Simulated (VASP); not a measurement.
# In3F (Im-3m) in VASP: settings compared

The runs below take In3F through relaxation of cell and atoms, single point, with PBE, HSE06+TS.

Program: VASP 6.6.1. These are calculated values, not measurements. Logs are shortened: lines on timing, memory, paths and dates and some standing lists are left out, and cuts for length are marked.

## (1) The crystal as given

Symmetry: Im-3m, No. 229, cubic system. The conventional cell has a = 5.802 Å, b = 5.802 Å, c = 5.802 Å, α = 90.00°, β = 90.00°, γ = 90.00°. In (site symmetry 4/mmm) has 4 In at 2.90 Å and 2 F at 2.90 Å as nearest neighbours. F (site symmetry m-3m) has 6 In at 2.90 Å as nearest neighbours.

The cell was built by a generator and needn't be a form met in nature.

## (2) Relaxation of cell and atoms, PBE

INCAR reads:

```
PREC = Accurate ; ENCUT = 600
EDIFF = 1E-6 ; ISMEAR = 0
SIGMA = 0.05 ; LREAL = False
LASPH = True ; NELM = 100
ALGO = Normal ; ISIF = 3
LWAVE = False ; LCHARG = False
GGA = PE ; IBRION = 2
NSW = 60 ; EDIFFG = -0.02
```

KPOINTS reads:

```
regular mesh
0
Gamma
  7 7 7
```

POSCAR reads:

```
In3F
1.0
   -2.9009600000      2.9009600000      2.9009600000
    2.9009600000     -2.9009600000      2.9009600000
    2.9009600000      2.9009600000     -2.9009600000
In F
3 1
Direct
    0.0000000000      0.5000000000      0.5000000000
    0.5000000000      0.0000000000      0.5000000000
    0.5000000000      0.5000000000      0.0000000000
    0.0000000000      0.0000000000      0.0000000000
```

Potentials or basis: VASP PAW PBE potentials, release 64 (In_d, F).

The run is started by

```
$ cat potpaw_PBE.64/In_d/POTCAR potpaw_PBE.64/F/POTCAR > POTCAR
$ mpirun -np 1 vasp_std > vasp.out
```

OUTCAR:

```text
PREC = Accurate
   ENCUT = 600
   EDIFF = 1E-6
   ISMEAR = 0
   LREAL = False
   LASPH = True
   NELM = 100
   ISIF = 3
   GGA = PE
   IBRION = 2
   NSW = 60
   EDIFFG = -0.02

 ion  position               nearest neighbor table
   1  0.000  0.500  0.500-   2 2.90   3 2.90   4 2.90   4 2.90   3 2.90   2 2.90
   2  0.500  0.000  0.500-   1 2.90   3 2.90   4 2.90   3 2.90   4 2.90   1 2.90
   3  0.500  0.500  0.000-   1 2.90   2 2.90   4 2.90   2 2.90   1 2.90   4 2.90
   4  0.000  0.000  0.000-   1 2.90   2 2.90   3 2.90   1 2.90   2 2.90   3 2.90

  LATTYP: Found a body centered cubic cell.
 ALAT       =     5.8019200000

  Lattice vectors:

 A1 = (  -2.9009600000,   2.9009600000,   2.9009600000)
 A2 = (   2.9009600000,  -2.9009600000,   2.9009600000)
 A3 = (   2.9009600000,   2.9009600000,  -2.9009600000)

Analysis of symmetry for initial positions (statically):
=====================================================================
 Subroutine PRICEL returns:
 Original cell was already a primitive cell.

 Routine SETGRP: Setting up the symmetry group for a
 body centered cubic supercell.

 Subroutine GETGRP returns: Found 48 space group operations
 (whereof 48 operations were pure point group operations)
 out of a pool of 48 trial point group operations.

The static configuration has the point symmetry O_h .

Analysis of symmetry for dynamics (positions and initial velocities):
=====================================================================
 Subroutine PRICEL returns:
 Original cell was already a primitive cell.

 Routine SETGRP: Setting up the symmetry group for a
 body centered cubic supercell.

 Subroutine GETGRP returns: Found 48 space group operations
 (whereof 48 operations were pure point group operations)
 out of a pool of 48 trial point group operations.

The dynamic configuration has the point symmetry O_h .

 Subroutine INISYM returns: Found 48 space group operations
 (whereof 48 operations are pure point group operations),
 and found     1 'primitive' translations

----------------------------------------------------------------------------------------

                                     Primitive cell

  volume of cell :      97.6529

  direct lattice vectors                    reciprocal lattice vectors
    -2.900960000  2.900960000  2.900960000     0.000000000  0.172356737  0.172356737
     2.900960000 -2.900960000  2.900960000     0.172356737  0.000000000  0.172356737
     2.900960000  2.900960000 -2.900960000     0.172356737  0.172356737  0.000000000

  length of vectors
     5.024610111  5.024610111  5.024610111     0.243749235  0.243749235  0.243749235

  position of ions in fractional coordinates (direct lattice)
     0.000000000  0.500000000  0.500000000
     0.500000000  0.000000000  0.500000000
     0.500000000  0.500000000  0.000000000
     0.000000000  0.000000000  0.000000000

  ion indices of the primitive-cell ions
   primitive index   ion index
                 1           1
                 2           2
                 3           3
                 4           4

----------------------------------------------------------------------------------------

 KPOINTS: regular mesh

Automatic generation of k-mesh.
 Grid dimensions read from file:
 generate k-points for:    7    7    7

 Generating k-lattice:

  Cartesian coordinates                     Fractional coordinates (reciprocal lattice)
     0.000000000  0.024622391  0.024622391     0.142857143  0.000000000  0.000000000
     0.024622391  0.000000000  0.024622391     0.000000000  0.142857143  0.000000000
     0.024622391  0.024622391  0.000000000     0.000000000  0.000000000  0.142857143

  Length of vectors
     0.034821319  0.034821319  0.034821319

  Shift w.r.t. Gamma in fractional coordinates (k-lattice)
     0.000000000  0.000000000  0.000000000

 Subroutine IBZKPT returns following result:
 ===========================================

 Found     20 irreducible k-points:

 Following reciprocal coordinates:
            Coordinates               Weight
  0.000000  0.000000  0.000000      1.000000
  0.142857  0.000000  0.000000     12.000000
  0.285714  0.000000  0.000000     12.000000
  0.428571  0.000000  0.000000     12.000000
  0.142857  0.142857  0.000000     24.000000
  0.285714  0.142857  0.000000     48.000000
[... 12 lines left out ...]
 -0.428571 -0.428571  0.285714      8.000000
 -0.428571  0.428571  0.428571      6.000000
   k-points           NKPTS =     20   k-points in BZ     NKDIM =     20   number of bands    NBANDS=     27
   number of dos      NEDOS =    301   number of ions     NIONS =      4
   total plane-waves  NPLWV =  64000
   dimension x,y,z NGX =    40 NGY =   40 NGZ =   40
   dimension x,y,z NGXF=    80 NGYF=   80 NGZF=   80
   ions per type =               3   1
   NGX,Y,Z   is equivalent  to a cutoff of  13.23, 13.23, 13.23 a.u.
   NGXF,Y,Z  is equivalent  to a cutoff of  26.47, 26.47, 26.47 a.u.
 SYSTEM =  unknown system
   PREC   = accura    normal or accurate (medium, high low for compatibility)
   ISTART =      0    job   : 0-new  1-cont  2-samecut
   ICHARG =      2    charge: 1-file 2-atom 10-const
   ISPIN  =      1    spin polarized calculation?
   LNONCOLLINEAR =      F non collinear calculations
   LSORBIT =      F    spin-orbit coupling
   LASPH  =      T    aspherical Exc in radial PAW
   ENCUT  =  600.0 eV  44.10 Ry    6.64 a.u.  10.04 10.04 10.04*2*pi/ulx,y,z
   NELM   =    100;   NELMIN=  2; NELMDL= -5     # of ELM steps
   EDIFF  = 0.1E-05   stopping-criterion for ELM
   LREAL  =      F    real-space projection
   EDIFFG = -.2E-01   stopping-criterion for IOM
   NSW    =     60    number of steps for IOM
   IBRION =      2    ionic relax: 0-MD 1-quasi-New 2-CG
   NFREE  =      1    steps in history (QN), initial steepest desc. (CG)
   ISIF   =      3    stress and relaxation
   ISYM   =      2    0-nonsym 1-usesym 2-fastsym
   POTIM  = 0.5000    time-step for ionic-motion
   TEBEG  =    0.0;   TEEND  =   0.0 temperature during run
   PSTRESS=    0.0 pullay stress
   NELECT =      46.0000    total number of electrons
   NUPDOWN=      -1.0000    fix difference up-down
   EMIN   =  10.00;   EMAX   =-10.00  energy-range for DOS
   EFERMI =   0.00;   METHOD = LEGACY
   ISMEAR =     0;   SIGMA  =   0.05  broadening in eV -4-tet -1-fermi 0-gaus
   EFERMI_NEDOS =   21; number of points for ismear=-14 and -15
   IALGO  =     38    algorithm
   IMIX   =      4    mixing-type and parameters
     AMIX     =   0.40;   BMIX     =  1.00
     AMIX_MAG =   1.60;   BMIX_MAG =  1.00
  volume/ion in A,a.u.               =      24.41       164.75
  Fermi-wavevector in a.u.,A,eV,Ry     =   1.273794  2.407121 22.076132  1.622550
  Thomas-Fermi vector in A             =   2.406597
   LORBIT       =      0    0 simple, 1 ext, 2 COOP (PROOUT), +10 PAW based schemes
   GGA     = PE    functional components
   LHFCALC =     F    Hartree Fock is set to
   AEXX    =    0.0000 exact exchange contribution
   IVDW    =     0    specifies the selected vdW correction
   LEPSILON=     F    determine dielectric tensor
   LRPA    =     F    only Hartree local field effects (RPA)
 conjugate gradient relaxation of ions
 non-spin polarized calculation
 Gauss-broadening in eV      SIGMA  =   0.05
  energy-cutoff  :      600.00
  volume of cell :       97.65
 maximum number of plane-waves:      3319
   NGX = 21   NGY = 21   NGZ = 21

 number of electron      46.0000001 magnetization

 Free energy of the ion-electron system (eV)
  ---------------------------------------------------
  ext. energy  EPLUGINS =         0.00000000
  ---------------------------------------------------
  free energy    TOTEN  =       -12.14214718 eV

  energy without entropy =      -12.14091096  energy(sigma->0) =      -12.14152907

 E-fermi :   5.5998     XC(G=0):  -9.5621

 val. band max:        5.4399176092   @ k =   0.2857   0.2857   0.1429
 cond. band min:       5.6340244565   @ k =  -0.2857   0.4286   0.1429
 fundamental gap:      0.1941068473
 Fermi energy:         5.5998210861

 k-point     1 :       0.0000    0.0000    0.0000
  band No.  band energies     occupation
      1     -16.7483      2.00000
      2      -9.5440      2.00000
      3      -9.5440      2.00000
      4      -9.2842      2.00000
      5      -9.2842      2.00000
      6      -9.2842      2.00000
[... 19 lines left out ...]
     26       9.3666      0.00000
     27       9.3666      0.00000

 k-point     2 :       0.1429    0.0000    0.0000
  band No.  band energies     occupation
      1     -16.7466      2.00000
      2      -9.5285      2.00000
      3      -9.4970      2.00000
      4      -9.2689      2.00000
      5      -9.2653      2.00000
      6      -9.2553      2.00000
[... 19 lines left out ...]
     26       8.5980      0.00000
     27       8.9220      0.00000

 k-point     3 :       0.2857    0.0000    0.0000
  band No.  band energies     occupation
      1     -16.7428      2.00000
      2      -9.4970      2.00000
      3      -9.3635      2.00000
      4      -9.2293      2.00000
      5      -9.2155      2.00000
      6      -9.1778      2.00000
[... 19 lines left out ...]
     26       8.3808      0.00000
     27       8.4382      0.00000

 k-point     4 :       0.4286    0.0000    0.0000
  band No.  band energies     occupation
      1     -16.7397      2.00000
      2      -9.4757      2.00000
      3      -9.1879      2.00000
      4      -9.1681      2.00000
      5      -9.1597      2.00000
      6      -9.0828      2.00000
[... 19 lines left out ...]
     26       8.2296      0.00000
     27       9.6655      0.00000
[... 396 lines left out ...]
      4      -9.2467      2.00000
      5      -9.2267      2.00000
      6      -9.1866      2.00000
[... 19 lines left out ...]
     26       9.4004      0.00000
     27       9.7499      0.00000

 k-point    19 :      -0.4286   -0.4286    0.2857
  band No.  band energies     occupation
      1     -16.7423      2.00000
      2      -9.5530      2.00000
      3      -9.3222      2.00000
      4      -9.3222      2.00000
      5      -9.2101      2.00000
      6      -9.2032      2.00000
[... 19 lines left out ...]
     26       9.3922      0.00000
     27      10.8168      0.00000

 k-point    20 :      -0.4286    0.4286    0.4286
  band No.  band energies     occupation
      1     -16.7431      2.00000
      2      -9.5883      2.00000
      3      -9.3558      2.00000
      4      -9.3301      2.00000
      5      -9.2315      2.00000
      6      -9.2161      2.00000
[... 19 lines left out ...]
     26      10.7168      0.00000
     27      10.7239      0.00000

------------------------ aborting loop because EDIFF is reached ----------------------------------------

  FORCE on cell =-STRESS in cart. coord.  units (eV):
  Direction    XX          YY          ZZ          XY          YZ          ZX
  --------------------------------------------------------------------------------------
  -------------------------------------------------------------------------------------
  Total       -0.0711263     -0.0711263     -0.0711263      0.0000000     -0.0000000      0.0000000
  in kB       -1.1669590     -1.1669590     -1.1669590      0.0000000     -0.0000000      0.0000000
  external PRESSURE =      -1.1669590 kB  Pullay stress =       0.0000000 kB

 VOLUME and BASIS-vectors are now :
 -----------------------------------------------------------------------------
  energy-cutoff  :      600.00
  volume of cell :       97.65
      direct lattice vectors                 reciprocal lattice vectors
    -2.900960000  2.900960000  2.900960000     0.000000000  0.172356737  0.172356737
     2.900960000 -2.900960000  2.900960000     0.172356737  0.000000000  0.172356737
     2.900960000  2.900960000 -2.900960000     0.172356737  0.172356737  0.000000000

 POSITION                                       TOTAL-FORCE (eV/Angst)
 -----------------------------------------------------------------------------------
      2.90096      0.00000      0.00000        -0.000000     -0.000000      0.000000
      0.00000      2.90096      0.00000        -0.000000      0.000000      0.000000
      0.00000      0.00000      2.90096         0.000000     -0.000000     -0.000000
      0.00000      0.00000      0.00000         0.000000     -0.000000      0.000000
 -----------------------------------------------------------------------------------
    total drift:                               -0.000000     -0.000000      0.000000

  FREE ENERGIE OF THE ION-ELECTRON SYSTEM (eV)
  ---------------------------------------------------
  free  energy   TOTEN  =       -12.1421471760 eV

  energy  without entropy=      -12.1409109626  energy(sigma->0) =      -12.14152907

 reached required accuracy - stopping structural energy minimisation
```

Wall time 50 s (1 thread of Intel Xeon Platinum 8488C (Sapphire Rapids), shared host); peak memory 0.26 GiB.

What came out:

```yaml
Free_energy: -12.1421 eV
Pressure_after_relaxing: -0.1 GPa
Band_gap_on_the_k_mesh: none (metal or under the smearing width)
```

Final structure:
```
In F
1.0
    -2.90096    2.90096    2.90096
     2.90096   -2.90096    2.90096
     2.90096    2.90096   -2.90096
In F
3 1
Direct
  0.00000 0.50000 0.50000
  0.50000 0.00000 0.50000
  0.50000 0.50000 0.00000
  0.00000 0.00000 0.00000
```

Caveat: the relaxation stopped at its first step, so nothing moved.

## (3) Single point, HSE06+TS (volume scaled by 1.08)

POSCAR reads:

```
In3F
1.0
   -2.9763430934      2.9763430934      2.9763430934
    2.9763430934     -2.9763430934      2.9763430934
    2.9763430934      2.9763430934     -2.9763430934
In F
3 1
Cartesian
    2.9763430934      0.0000000000      0.0000000000
    0.0000000000      2.9763430934      0.0000000000
    0.0000000000      0.0000000000      2.9763430934
    0.0000000000      0.0000000000      0.0000000000
```

INCAR.step1 reads:

```
PREC = Accurate ; ENCUT = 400
EDIFF = 1E-5 ; ISMEAR = 0
SIGMA = 0.05 ; LREAL = False
LASPH = True ; NELM = 60
ALGO = Normal ; ISIF = 2
LWAVE = True ; LCHARG = False
NBANDS = 31 ; MAXMIX = 40
GGA = PE
```

INCAR.step2 reads:

```
PREC = Accurate ; ENCUT = 400
EDIFF = 1E-7 ; ISMEAR = 0
SIGMA = 0.05 ; LREAL = False
LASPH = True ; NELM = 60
ALGO = Normal ; ISIF = 2
LWAVE = False ; LCHARG = False
GGA = PE ; LHFCALC = True
HFSCREEN = 0.2 ; PRECFOCK = Fast
IVDW = 2 ; NBANDS = 31
MAXMIX = 40 ; ISTART = 1
```

KPOINTS reads:

```
regular mesh
0
Gamma
  4 4 4
```

Potentials or basis: VASP PAW PBE potentials, release 64 (In_d, F_s).

The run is started by

```
$ cat potpaw_PBE.64/In_d/POTCAR potpaw_PBE.64/F_s/POTCAR > POTCAR
$ cp INCAR.step1 INCAR
$ mpirun -np 1 vasp_std > vasp.out
$ cp INCAR.step2 INCAR
$ mpirun -np 1 vasp_std > vasp.out
```

It took 35 min on 1 thread of Intel Xeon Platinum 8488C (Sapphire Rapids), shared host; peak memory 0.31 GiB.

Results (log left out):

- Free energy: -15.7521 eV
- Pressure: -4.6 GPa
- Band gap on the k mesh: none (metal or under the smearing width)
- Hirshfeld charges: In +0.13; F -0.39 e
- Dispersion energy per atom: -0.286 eV

Levels at points of the mesh, in eV from the Fermi level:
| k point | band 21 | band 22 | band 23 | band 24 | band 25 | band 26 |
| --- | --- | --- | --- | --- | --- | --- |
| (0.00, 0.00, 0.00) | -1.29 | -1.29 | -0.99 | -0.99 | -0.99 | 3.85 |
| (0.50, 0.00, 0.00) | -4.51 | -2.72 | -1.71 | 1.18 | 2.53 | 2.57 |
| (0.50, 0.50, 0.50) | -5.74 | -2.27 | -2.27 | -2.27 | -0.16 | 5.46 |

Caveat: the k mesh is coarse (spacing up to 0.37 Å⁻¹), so the values aren't converged, least of all with exact exchange; atom-pairwise D2, TS and ULG terms overbind metals; the PAW data sets were made with another functional, which shifts forces and pressure a little; pairwise dispersion overbinds metals, which lowers pressure and volume.
